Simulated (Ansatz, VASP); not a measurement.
# MnSeS (1T-MnSSe monolayer) in two plane-wave programs

Wanted: the spread between two codes on one cell, functional and k mesh. Of the first pair: The structure shown is the start of the Ansatz relaxation below; VASP solves that cell, so the two are compared at the walk's first step.

Main program and level: Ansatz 0.2.0; plane waves, with VASP 6.6.1 beside it; single point at PBE with D3(BJ).

**1. Starting point**

The cell holds 3 atoms: 1 Se, 1 Mn and 1 S. Its edges and angles: a = 3.408 Å, b = 3.408 Å, c = 36.426 Å, α = 90.0°, β = 90.0°, γ = 120.0°. Vacuum lies along c.

**2. Ansatz: relaxation, PBE with D3(BJ)**

Ansatz runs on its default PAW (the set named soft_2) files.

The two programs are compared at the cell with which this relaxation starts, whose forces are those of its first step.

Contents of input.yaml:

```yaml
crystal:
  lattice:
    - [3.4079265, 0.0, 0.0]
    - [-1.70396325, 2.9513509232, 0.0]
    - [0.0, 0.0, 36.4259768943]
  atoms:
    - { symbol: Se, position: [0.6666666667, 0.3333333333, 0.4625819659] }
    - { symbol: Mn, position: [0.0, 0.0, 0.5036194676], spin: 4.0 }
    - { symbol: S, position: [0.3333333333, 0.6666666667, 0.5374180341] }
  periodic: [true, true, false]
magnetization:
  spin_polarized: true
kpoints:
  mp_grid: { grid: [12, 12, 1] }
hamiltonian:
  xc: pbe
  dispersion: d3bj
scf:
  occupations: { method: fermi_dirac, width: 0.05 }
  convergence: { dr2_threshold: 1.0e-09 }
relax:
  f_tol: 0.004
  max_steps: 90
  cell: {}
output:
  write_potential: true
  write_density: true
  volumetric_format: npy
```

Launch:

```sh
$ ansatz run input.yaml --threads 2 --pin off --max-ram 3072MiB --backend cpu --events-out ev --progress --plain --runs-dir out
```

Numbers of over 12 decimals in the logs are rounded to 6 here.

The program printed:

```text
Warning: relax.cell: scf.convergence.dr2_threshold = 1e-9 eV is looser than the 1.8524180076e-10 eV advised for a relaxation that steers and ends on the stress (1e-10 eV for each atom of the cell: 3, times the square of relax.cell.stress_2d_tol = 0.05 N/m over 12.7 Å (the atoms' height at the walk's start and 5 Å past either face), 3.929e-2 GPa, over a crystal's default 0.05). What an SCF threshold leaves in a stress goes as its square root, and in the free energy as the threshold itself, and one threshold admits the most on a small cell: [figures from the program's tests cut] Set scf.convergence.dr2_threshold to 1.8524180076e-10 eV or tighter. [rest of the remark cut]
Engine: ansatz 0.2.0, aarch64-unknown-linux-gnu
Pseudopotentials: kind: paw
Pseudopotential: Se, paw, valence charge 16, recommended cutoff 420 eV (normal), Se.paw.azcp
Pseudopotential: Mn, paw, valence charge 15, recommended cutoff 420 eV (normal), Mn.paw.azcp
Pseudopotential: S, paw, valence charge 6, recommended cutoff 420 eV (normal), S.paw.azcp
Functional definition: PBE
  parameter kappa = 0.804
  parameter beta = 0.066725
  exchange = pbe_x(kappa = kappa, mu = beta*pi^2/3)
  correlation = pbe_c(beta = beta)
Crystal: 3 atoms, lattice volume = 366.372 Å³
Basis set: ecut = 420 eV, 7165 PW (Γ), exchange–correlation on 48×48×500 points (8 copies of the dense FFT grid, shifted against one another)
Bands: 25, of which v1, the nominal top of the filled ones, is band 19 counted from 1 (18 counted from 0)
Symmetry: 6 space group operations
Space group: P3m1 (ITA 156), of the structure as read, at distance tolerance 7.2e-5 Å
Magnetic group: BNS 156.49 (UNI 1279), of the structure as read, at distance tolerance 7.2e-5 Å
k-points: 19 of 144 (time reversal used)
Non-local potential: Se, projectors of the file, l = 0: 2, l = 1: 2, l = 2: 3, l = 3: 1
Non-local potential: Mn, projectors of the file, l = 0: 3, l = 1: 2, l = 2: 3, l = 3: 1
Non-local potential: S, projectors of the file, l = 0: 2, l = 1: 2, l = 2: 2
PAW form: soft (Blöchl's): semilocal exchange-correlation on the pseudo side does not see the compensation charge
PAW one-centre angular grid: Se, 590 points (default); XC on 64 Gauss nodes
PAW one-centre angular grid: Mn, 590 points (default); XC on 64 Gauss nodes
PAW one-centre angular grid: S, 110 points (default); XC on 64 Gauss nodes
Initial density: superposition of atomic densities (neutral atoms: chi_scale 0, normalization atom)
Starting moments: Σ|m| = 4 μB on 1 of 3 sites
Initial wavefunctions: pseudopotential atomic-orbital guess
Functional: x = pbe(κ = 0.804, μ = 0.219515), c = pbe(β = 0.066725)
SCF iter   1: F=—  HF=-10272.219847 eV  |F-HF|=—  |Δ(HF+E_count)|=         —  Δρ=1.80e-2 (↑1.80e-2 ↓9.40e-3)  dr2=1.81e0  dr2_m=3.54e-1  M=3.013 μB ∫|m|=3.809 μB  β_m=0.30  ethr=3.10e-3  ⟨swp⟩=16.0  Hψ=7588  notcnv=0
Mixer restart at iter 1: flushing history
preconditioner: auto → LDOS  [metal: Δε(μ)=0.131 eV  Ē_g=9.519 eV  σ=0.050 eV  W_gap=0.47  n_scr=20 (ndim 8)  ℏωp=8.5 eV  f_vac=0.813  D(μ)=0.19/eV (n_scr^D=2)]
spin=Collinear: LDOS preconditioning applied to the charge; magnetization (m = ρ↑ − ρ↓) channel mixes plain (no charge-response kernel on spin).
SCF iter   2: F=—  HF=-10271.858992 eV  |F-HF|=—  |Δ(HF+E_count)|=   3.61e-1  Δρ=9.70e-3 (↑9.70e-3 ↓6.54e-3)  dr2=2.63e-1  dr2_m=1.59e-1  M=3.017 μB ∫|m|=3.758 μB  β_m=0.44  ethr=3.10e-3  ⟨swp⟩=2.9  Hψ=1675  notcnv=0  defer=55
SCF iter   3: F=—  HF=-10272.060843 eV  |F-HF|=—  |Δ(HF+E_count)|=         —  Δρ=9.54e-3 (↑6.99e-3 ↓9.54e-3)  dr2=1.13e-1  dr2_m=2.18e-1  M=2.902 μB ∫|m|=3.334 μB  β_m=0.44  ethr=7.12e-4  ⟨swp⟩=4.4  Hψ=2200  notcnv=0  defer=55
SCF iter   4: F=—  HF=-10272.182854 eV  |F-HF|=—  |Δ(HF+E_count)|=   1.22e-1  Δρ=5.53e-3 (↑5.53e-3 ↓4.83e-3)  dr2=6.07e-3  dr2_m=8.85e-2  M=2.910 μB ∫|m|=3.283 μB  β_m=0.66  ethr=3.05e-4  ⟨swp⟩=3.7  Hψ=1746  notcnv=0  defer=55
SCF iter   5: F=—  HF=-10272.219745 eV  |F-HF|=—  |Δ(HF+E_count)|=   3.69e-2  Δρ=1.91e-3 (↑7.02e-4 ↓1.91e-3)  dr2=4.95e-2  dr2_m=4.19e-3  M=2.899 μB ∫|m|=3.207 μB  β_m=0.62  ethr=1.64e-5  ⟨swp⟩=3.6  Hψ=2542  notcnv=0  defer=47
SCF iter   6: F=—  HF=-10272.215434 eV  |F-HF|=—  |Δ(HF+E_count)|=   4.31e-3  Δρ=4.86e-4 (↑4.82e-4 ↓4.86e-4)  dr2=5.68e-4  dr2_m=6.19e-4  M=2.900 μB ∫|m|=3.180 μB  β_m=0.80  ethr=1.64e-5  ⟨swp⟩=4.5  Hψ=2437  notcnv=0  defer=31
[...]
SCF iter   4: F=—  HF=-10272.228580 eV  |F-HF|=—  |Δ(HF+E_count)|=   1.91e-7  Δρ=1.42e-6 (↑1.42e-6 ↓9.03e-7)  dr2=1.26e-8  dr2_m=3.56e-9  M=2.765 μB ∫|m|=3.012 μB  β_m=0.64  ethr=9.46e-11  ⟨swp⟩=3.2  Hψ=1733  notcnv=0
SCF iter   5: F=—  HF=-10272.228580 eV  |F-HF|=—  |Δ(HF+E_count)|=   5.51e-8  Δρ=3.45e-7 (↑3.40e-7 ↓3.45e-7)  dr2=6.99e-10  dr2_m=3.28e-10  M=2.765 μB ∫|m|=3.012 μB  β_m=0.63  ethr=3.39e-11  ⟨swp⟩=2.8  Hψ=1574  notcnv=0
iter 6 met the thresholds in force, and the SCF goes on: an eigenvalue changes by 3.05 meV, over its tolerance of 0.05 meV (output.eigenvalues, Limitations)
SCF iter   6: F=-10272.228580 eV  HF=-10272.228580 eV  |F-HF|=8.99e-10  |Δ(HF+E_count)|=   7.28e-9  Δρ=1.43e-7 (↑5.38e-8 ↓1.43e-7)  dr2=1.36e-10  dr2_m=1.44e-11  M=2.765 μB ∫|m|=3.012 μB  β_m=0.70  ethr=1.89e-12  ⟨swp⟩=11.9  Hψ=7258  notcnv=0
iter 7 met the thresholds in force, and the SCF goes on: an eigenvalue changes by 2.01 meV, over its tolerance of 0.05 meV (output.eigenvalues, Limitations)
SCF iter   7: F=-10272.228580 eV  HF=-10272.228580 eV  |F-HF|=2.76e-10  |Δ(HF+E_count)|=  6.24e-10  Δρ=3.23e-8 (↑3.23e-8 ↓2.86e-8)  dr2=3.93e-12  dr2_m=2.56e-12  M=2.765 μB ∫|m|=3.012 μB  β_m=1.00  ethr=1.00e-12  ⟨swp⟩=7.1  Hψ=5076  notcnv=0
Mixer restart at iter 7: flushing history
iter 8 met the thresholds in force, and the SCF goes on: an eigenvalue changes by 0.13 meV, over its tolerance of 0.06 meV (output.eigenvalues, Limitations)
SCF iter   8: F=-10272.228580 eV  HF=-10272.228580 eV  |F-HF|=5.71e-10  |Δ(HF+E_count)|=  3.91e-10  Δρ=1.63e-7 (↑1.12e-7 ↓1.63e-7)  dr2=6.56e-10  dr2_m=4.04e-12  M=2.765 μB ∫|m|=3.012 μB  β_m=1.00  ethr=1.00e-12  ⟨swp⟩=8.1  Hψ=5288  notcnv=0  κ⁻¹=1.0e0(r=1)
iter 9 met the thresholds in force, and the SCF goes on: an eigenvalue changes by 0.07 meV, over its tolerance of 0.05 meV (output.eigenvalues, Limitations)
SCF iter   9: F=-10272.228580 eV  HF=-10272.228580 eV  |F-HF|=5.46e-11  |Δ(HF+E_count)|=  9.46e-11  Δρ=9.87e-8 (↑6.09e-8 ↓9.87e-8)  dr2=1.16e-10  dr2_m=1.93e-12  M=2.765 μB ∫|m|=3.012 μB  β_m=1.00  ethr=1.00e-12  ⟨swp⟩=6.3  Hψ=4703  notcnv=0  κ⁻¹=1.4e-2(r=2)
SCF iter  10: F=-10272.228580 eV  HF=-10272.228580 eV  |F-HF|=1.09e-10  |Δ(HF+E_count)|=  2.18e-11  Δρ=1.12e-8 (↑1.12e-8 ↓9.16e-9)  dr2=1.40e-13  dr2_m=3.14e-13  M=2.765 μB ∫|m|=3.012 μB  ethr=1.00e-12  ⟨swp⟩=6.1  Hψ=4553  notcnv=0
SCF 7 converged in 10 iterations: F = -10272.228580 eV  dr2 = 1.40e-13
relax step   7: F+E_penalty+E_count = -10272.22858045 eV  Δ(F+E_penalty+E_count) = +3.307e-4 eV  max|allowed force component| = 5.446e-5 eV/Å  Δτ_max = 0.0000 Å  P = +0.000 N/m  Ω = 351.836 Å³  fix = [c, alpha, beta]  reactions: c +0.000 N/m  stress off target by 1.00e-5 N/m on what of the cell is left free  SCF on the basis re-selected at this cell (its energy is not comparable with the rows above)  (10 SCF iters)
basis re-selected at this cell: Δ(F+E_penalty+E_count) = +3.307e-4 eV, ΔP = +0.000 N/m vs the last step (what re-selecting the basis moved, of the pressure what is left beyond the Pulay correction that the steps carried, after the strain that the cell walked since its last selection, with what the two solves' SCF thresholds leave and, on support functions, any second-order correction that the steps lacked; it is no m [...]
WARN: The output density's exchange-correlation potential varies sharply where the density is thin. Do not read a vacuum level from v_tot or v_xc, or from such a field of the output density. On a cell that repeats whose density bears no net charge and no dipole along the vacuum's axis use v_es (v_loc + v_h of the components); under efield.dipole_correction with no amplitude use v_es + v_field, which holds any externa [...]
SCF converged after 10 iterations
an eigenvalue changed by more than its tolerance at an iteration that met the thresholds in force, so the SCF went on 4 times, its first undamped step at iteration 7: the last check found none over its tolerance
Magnetization: 2.7649 μB (19.8825 up, 17.1175 down)
Absolute magnetization: 3.0096 μB (∫|ρ↑−ρ↓|, with the PAW one-centre terms)
Spin contamination: 0.1081 ħ² per cell (⟨S²⟩ above its minimum at these occupations)
Per-site moments (μB) at R_I (Å): [(-0.038910, 1.013760), (2.597878, 0.954264), (-0.017808, 0.954264)]
Free energy (F): -10272.228580 eV
Harris-Foulkes:  -10272.228580 eV  (|F-HF|=1.09e-10)
Internal energy: -10272.217736 eV  (E = F + TS)
E sigma→0 (E₀):  -10272.223158 eV
Entropy (-TS):   -0.010845 eV (-3.615 meV/atom)
Fermi energy:    -5.258822 eV
--- Per-component energies (eV) ---
  E_band       = -1222.485933
  E_kinetic    = 528.407585
  E_local      = -104682.827686  (includes V_loc(G=0)·N_el)
  E_nonlocal   = -324.973770
  E_hartree    = 51835.731026
  E_xc         = -314.760094
  E_vxc        = -330.778760  (∫ρ·V_xc dr)
  E_paw        = -3811.375386  (= ΣΔE_a)
  E_vpaw       = -83.774805  (= ΣTr[D̂ρ^β])
  E_aug_tail   = -0.000589  (compensation charges beyond the density's cutoff)
  E_ewald      = 46498.276339
  E_disp       = -0.695160  (pairwise vdW)
  E_smearing   = -0.010845  (= −TS)
  E_closure    = 0.000000  (closes the sum)
  Σ components = -10272.228580   (vs F -10272.228580, Δ=0.00e0)
--- Forces (eV/Å), atoms counted from 1 ---
  atom   1  Se     0.00000000     0.00000000    -0.00005443
  atom   2  Mn    -0.00000000    -0.00000000     0.00005052
  atom   3  S      0.00000000    -0.00000000     0.00000400
  max |Σ_I F_I| component: 9.37e-8 eV/Å
--- 2D stress c σ (N/m, compression-positive) ---
        0.000010      -0.000000      -0.000000
       -0.000000       0.000010       0.000000
       -0.000000       0.000000       0.000000
  P = ½ c Tr σ = 0.0000 N/m
--- Band table (eV; the first three rows and the last of 38) ---
  k-point 0 ↑: bands = [... 15 lower, -7.8691, -7.4671, -6.6531, -4.9537, -4.9537, -3.0679, -3.0679, -0.8539, ... 2 higher]
  k-point 1 ↑: bands = [... 15 lower, -7.9237, -7.4232, -6.6086, -5.2825, -5.0151, -3.5450, -3.1610, -0.7090, ... 2 higher]
  k-point 2 ↑: bands = [... 15 lower, -8.0438, -7.4892, -6.5295, -5.8450, -5.2333, -4.3463, -3.3377, -0.3291, ... 2 higher]
  k-point 18 ↓: bands = [... 15 lower, -7.9710, -7.8466, -4.5293, -4.2665, -4.1560, -3.4637, -3.0655, 1.3192, ... 2 higher]
  the weakly bound empty levels are not read free of the cell's end (no_gap_told)
--- Relaxed structure (6 steps of the walk, 6 accepted, 1 SCFs on fresh bases) ---
  F+E_penalty+E_count = -10272.22858045 eV   max|allowed force component| = 5.446e-5 eV/Å   (the final SCF, on the basis selected at the relaxed cell)
  cell:  # Å, volume = 351.8358 Å³
    - [3.339636, 0.0, 0]
    - [-1.669818, 2.892209, 0]
    - [0, 0, 36.4259768943]
  atoms:
    - { symbol: Se, position: [0.666667, 0.333333, 0.461620] }
    - { symbol: Mn, position: [0, 0, 0.503454] }
    - { symbol: S, position: [0.333333, 0.666667, 0.538546] }
```

Reading the cycles: dr2 is the Hartree energy of the density residual (eV), the measure of convergence; HF is the Harris–Foulkes estimate of the energy, which meets the free energy F at convergence.

(Continued in part 2 of 2.)

[Lines on the potential files, build, host, timing and source positions are cut from VASP's logs without a mark.]

[Logs are printed without paths, hosts, clocks, repeated set-up lines and the standing remarks that a program may print on its own settings, such as how far it seeks lower states.]

[Hosts, paths, dates, database ids (printed as entryN), source tags and the programs' standing remarks are cut or masked in the printed files.]
